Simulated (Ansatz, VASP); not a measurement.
**Ga2Te2S in two plane-wave programs**

Wanted: the spread between two codes on one cell, functional and k mesh. The cell is invented: As first built, before any earlier steps moved the atoms (in the runner's words): it takes the Ga2S3 structure with some of its atoms replaced by other elements, volume scaled by an estimate. It may not be a known or stable phase. The cell is taken from a series of VASP runs on this material, whose earlier steps may have relaxed, scaled or displaced it; both programs get it as it stands.

Program: Ansatz 0.2.0. Level of theory: plane waves, with VASP 6.6.1 beside it; relaxation of cell and atoms at PBEsol with D3(BJ). Results are calculated unless marked as measured.

## (1) Starting point

Symmetry: Imm2, No. 44, orthorhombic system. Conventional cell: a = 4.055 Å, b = 11.770 Å, c = 5.474 Å, α = 90.00°, β = 90.00°, γ = 90.00°. Nearest to Te lie 3 Ga at 2.61 to 2.64 Å. Nearest to Ga lie 1 S at 2.22 Å and 3 Te at 2.61 to 2.64 Å. Nearest to S lie 2 Ga at 2.22 Å. As first built, before any earlier steps moved the atoms (in the runner's words): sites of the Ga2S3 structure (space group 44) filled with other elements, volume scaled by an estimate. Farther neighbours and most contacts between anions are not listed.

Structure file:

```
Te Ga S
1.0
    -2.02752    5.88485    2.73689
     2.02752   -5.88485    2.73689
     2.02752    5.88485   -2.73689
Te Ga S
2 2 1
Direct
  0.86142 0.21443 0.64699
  0.56744 0.21443 0.35301
  0.17350 0.02411 0.14939
  0.87471 0.02411 0.85061
  0.27293 0.27293 0.00000
```

## (2) VASP: relaxation of cell and atoms, PBEsol with D3(BJ)

The relaxed volume is the usual yardstick between codes: its relative difference is about their pressure difference at one cell divided by the bulk modulus.

Lines of VASP's logs that name or quote its potential files are left out, and so is its time.

Contents of INCAR:

```
SYSTEM = Ga2Te2S
PREC = Accurate
ENCUT = 400
EDIFF = 1E-06
NELM = 100
ISMEAR = 0
SIGMA = 0.05
LREAL = .FALSE.
ALGO = Normal
GGA = PS
IVDW = 12
NBANDS = 28
LORBIT = 11
LWAVE = .FALSE.
LCHARG = .FALSE.
KPAR = 2
IBRION = 2
NSW = 60
ISIF = 3
EDIFFG = -0.01
```

Contents of POSCAR:

```
Ga2Te2S
1.0
   -2.0275162719      5.8848510507      2.7368854042
    2.0275162719     -5.8848510507      2.7368854042
    2.0275162719      5.8848510507     -2.7368854042
Te Ga S
2 2 1
Direct
    0.8614207844      0.2144296493      0.6469911350
    0.5674385143      0.2144296493      0.3530088650
    0.1734963895      0.0241050180      0.1493913715
    0.8747136465      0.0241050180      0.8506086285
    0.2729296754      0.2729296754      0.0000000000
```

Contents of KPOINTS:

```
Automatic mesh
0
Gamma
7 7 7
0 0 0
```

PAW data sets: Te, Ga_d and S (PBE family, release 64).

Started as:

```
$ mpirun -np 2 vasp_std
```

Numbers of over 12 decimals in the logs are rounded to 6 here.

What it wrote:

```text
[banner, memory and clock lines left out]
running    2 mpi-ranks, on    1 nodes
 distrk:  each k-point on    1 cores,    2 groups
 distr:  one band on    1 cores,    1 groups

 POSCAR found type information on POSCAR TeGaS
 POSCAR found :  3 types and       5 ions
|                                                                             |
|               ----> ADVICE to this user running VASP <----                  |
|                                                                             |
|     You enforced a specific xc type in the INCAR file but a different       |
|     [... a line on the potential file left out ...]
|     I HOPE YOU KNOW WHAT YOU ARE DOING!                                     |
|                                                                             |

 LDA part: xc-table for (Slater+PW92), standard interpolation
 POSCAR, INCAR and KPOINTS ok, starting setup
 FFT: planning ... GRIDC
 FFT: planning ... GRID_SOFT
 FFT: planning ... GRID
 WAVECAR not read
 entering main loop
       N       E                     dE             d eps       ncg     rms          rms(c)
DAV:   1     0.300397520384E+03    0.30040E+03   -0.17384E+04  3616   0.167E+03
DAV:   2     0.181071330545E+02   -0.28229E+03   -0.27420E+03  4068   0.404E+02
DAV:   3    -0.187473543852E+02   -0.36854E+02   -0.35898E+02  4160   0.125E+02
DAV:   4    -0.205302322575E+02   -0.17829E+01   -0.17744E+01  4784   0.284E+01
DAV:   5    -0.205722861589E+02   -0.42054E-01   -0.42021E-01  4476   0.408E+00    0.111E+01
DAV:   6    -0.200191779741E+02    0.55311E+00   -0.10505E+00  5744   0.158E+01    0.736E+00
DAV:   7    -0.200022417497E+02    0.16936E-01   -0.86676E-01  4328   0.575E+00    0.149E+00
DAV:   8    -0.199859311993E+02    0.16311E-01   -0.19835E-01  4476   0.428E+00    0.122E+00
DAV:   9    -0.199868089329E+02   -0.87773E-03   -0.31042E-02  4360   0.127E+00    0.287E-01
DAV:  10    -0.199864790912E+02    0.32984E-03   -0.46614E-03  5524   0.493E-01    0.189E-01
DAV:  11    -0.199865951261E+02   -0.11603E-03   -0.16879E-03  4100   0.335E-01    0.417E-02
DAV:  12    -0.199865966144E+02   -0.14883E-05   -0.11480E-04  5132   0.607E-02    0.257E-02
DAV:  13    -0.199865980697E+02   -0.14553E-05   -0.27018E-05  4084   0.292E-02    0.200E-02
DAV:  14    -0.199865980019E+02    0.67838E-07   -0.37853E-06  3736   0.182E-02
   1 F= -.21574405E+02 E0= -.21574405E+02  d E =-.215744E+02
[... from here on, the cycles between the ionic steps are left out ...]
   2 F= -.21574562E+02 E0= -.21574562E+02  d E =-.157033E-03
   3 F= -.21574585E+02 E0= -.21574585E+02  d E =-.179541E-03
   4 F= -.21574686E+02 E0= -.21574686E+02  d E =-.101261E-03
   5 F= -.21574701E+02 E0= -.21574701E+02  d E =-.116112E-03
   6 F= -.21574694E+02 E0= -.21574694E+02  d E =-.108954E-03
   7 F= -.21574703E+02 E0= -.21574703E+02  d E =-.118740E-03
   8 F= -.21574702E+02 E0= -.21574702E+02  d E =-.117241E-03
   9 F= -.21574704E+02 E0= -.21574704E+02  d E =-.118866E-03
 curvature:  -0.55 expect dE=-0.355E-04 dE for cont linesearch -0.187E-06
 trial: gam= 0.62018 g(F)=  0.200E-04 g(S)=  0.450E-04 ort =-0.102E-04 (trialstep = 0.907E+00)
 search vector abs. value=  0.170E-03
 bond charge predicted
       N       E                     dE             d eps       ncg     rms          rms(c)
DAV:   1    -0.199864856951E+02    0.32631E-03   -0.10284E-02  4312   0.670E-01    0.870E-02
DAV:   2    -0.199864287518E+02    0.56943E-04   -0.47219E-04  4624   0.251E-01    0.427E-02
DAV:   3    -0.199863991459E+02    0.29606E-04   -0.68286E-05  5792   0.620E-02    0.205E-02
DAV:   4    -0.199863933925E+02    0.57534E-05   -0.10621E-05  4980   0.274E-02    0.465E-03
DAV:   5    -0.199863936135E+02   -0.22092E-06   -0.30162E-06  3504   0.128E-02
  10 F= -.21574730E+02 E0= -.21574730E+02  d E =-.263408E-04
 trial-energy change:   -0.000026  1 .order   -0.000025   -0.000053    0.000003
 step:   0.8652(harm=  0.8652)  dis= 0.00098  next Energy=   -21.574729 (dE=-0.254E-04)
 reached required accuracy - stopping structural energy minimisation
```

From OUTCAR (step 2):

```text
ion  position               nearest neighbor table
   1  0.861  0.214  0.647-   4 2.61   3 2.64   3 2.64   2 3.46
   2  0.567  0.214  0.353-   3 2.61   4 2.64   4 2.64   1 3.46
   3  0.173  0.024  0.149-   5 2.22   2 2.61   1 2.64   1 2.64
   4  0.875  0.024  0.851-   5 2.22   1 2.61   2 2.64   2 2.64
   5  0.273  0.273  0.000-   3 2.22   4 2.22

  LATTYP: Found a body centered orthorhombic cell.
 ALAT       =     4.0550325438
 B/A-ratio  =     1.3498709935
 C/A-ratio  =     2.9024926371

 Subroutine GETGRP returns: Found  4 space group operations
 (whereof  4 operations were pure point group operations)

The static configuration has the point symmetry C_2v.

 Found     64 irreducible k-points:

   k-points           NKPTS =     64   k-points in BZ     NKDIM =     64   number of bands    NBANDS=     28

   dimension x,y,z NGX =    48 NGY =   48 NGZ =   48
   dimension x,y,z NGXF=    96 NGYF=   96 NGZF=   96

   ENCUT  =  400.0 eV  29.40 Ry    5.42 a.u.  11.09 11.09 11.09*2*pi/ulx,y,z

   NELECT =      44.0000    total number of electrons

 k-points in reciprocal lattice and weights: Automatic mesh
   0.00000000  0.00000000  0.00000000       0.003
   0.14285714  0.00000000  0.00000000       0.012
   0.28571429  0.00000000  0.00000000       0.012
   0.42857143  0.00000000  0.00000000       0.012
   0.00000000  0.14285714  0.00000000       0.012
   0.14285714  0.14285714  0.00000000       0.023
   0.28571429  0.14285714  0.00000000       0.023
   0.42857143  0.14285714  0.00000000       0.023
  -0.42857143  0.14285714 -0.00000000       0.023
[...]
0.42857143 -0.42857143  0.42857143       0.006
  -0.42857143 -0.42857143  0.42857143       0.006

 Edisp (eV)   -1.58789

 average (electrostatic) potential at core
       1 -89.2680       2 -89.2680       3 -65.4797       4 -65.4797       5 -86.3069

 E-fermi :   4.8966

 k-point     1 :       0.0000    0.0000    0.0000
  band No.  band energies     occupation
    ...
     18       2.7291      2.00000
     19       2.7894      2.00000
     20       4.3283      2.00000
     21       4.6151      2.00000
     22       4.6254      2.00000
     23       6.0930      0.00000
     24       7.1992      0.00000
     25       7.7544      0.00000
     26       8.8398      0.00000
     27       9.1530      0.00000
    ...

 k-point     2 :       0.1429    0.0000    0.0000
  band No.  band energies     occupation
    ...
     18       2.6319      2.00000
     19       3.0201      2.00000
     20       3.6695      2.00000
     21       4.4163      2.00000
     22       4.4509      2.00000
     23       6.5394      0.00000
     24       7.1832      0.00000
     25       7.8885      0.00000
     26       8.8430      0.00000
     27       9.0267      0.00000
    ...

 k-point     3 :       0.2857    0.0000    0.0000
  band No.  band energies     occupation
    ...
     18       2.6703      2.00000
     19       2.6796      2.00000
     20       3.3169      2.00000
     21       3.9941      2.00000
     22       4.1396      2.00000
     23       6.8192      0.00000
     24       6.9565      0.00000
     25       8.0905      0.00000
     26       8.6580      0.00000
     27       9.2195      0.00000
    ...

 Edisp (eV)   -1.58834

  Total       0.01418    -0.00104    -0.00698     0.00000     0.00000     0.00000
  in kB       0.17400    -0.01271    -0.08560     0.00000     0.00000     0.00000
  external pressure =        0.03 kB  Pullay stress =        0.00 kB

  energy-cutoff  :      400.00
  volume of cell :      130.57
      direct lattice vectors                 reciprocal lattice vectors
    -2.022280854  5.884237654  2.743235443     0.000000000  0.084972775  0.182266528
     2.022280854 -5.884237654  2.743235443     0.247245579  0.000000000  0.182266528
     2.022280854  5.884237654 -2.743235443     0.247245579  0.084972775  0.000000000

 POSITION                                       TOTAL-FORCE (eV/Angst)
 -----------------------------------------------------------------------------------
     -0.00000      7.61675      1.17577        -0.000000      0.005791      0.004905
      0.00000      4.15172      1.17577        -0.000000     -0.005791      0.004905
     -0.00000      1.75320      0.13276         0.000000      0.001408     -0.004424
      0.00000     10.01527      0.13276         0.000000     -0.001408     -0.004424
      2.02228      5.88424     -1.24546         0.000000     -0.000000     -0.000962
 -----------------------------------------------------------------------------------
    total drift:                                0.000003      0.000006     -0.000778

  FREE ENERGIE OF THE ION-ELECTRON SYSTEM (eV)
  ---------------------------------------------------
  free  energy   TOTEN  =       -21.5747298839 eV

  energy  without entropy=      -21.5747298839  energy(sigma->0) =      -21.57472988

 reached required accuracy - stopping structural energy minimisation

 total charge
# of ion       s       p       d       tot
------------------------------------------
    1        1.388   1.999   0.036   3.423
    2        1.388   1.999   0.036   3.423
    3        0.877   0.770  10.013  11.660
    4        0.877   0.770  10.013  11.660
    5        1.345   2.351   0.000   3.696
--------------------------------------------------
tot          5.874   7.890  20.098  33.862

[... 3 further parts left out ...]
```

The run keeps the 4 symmetry operations of its start, so it cannot find a distortion of lower symmetry.

[end of part 1 of 2]

[Lines on the potential files, build, host, timing and source positions are cut from VASP's logs without a mark.]

[Logs are printed without paths, hosts, clocks, repeated set-up lines and the standing remarks that a program may print on its own settings, such as how far it seeks lower states.]

[Hosts, paths, dates, database ids (printed as entryN), source tags and the programs' standing remarks are cut or masked in the printed files.]
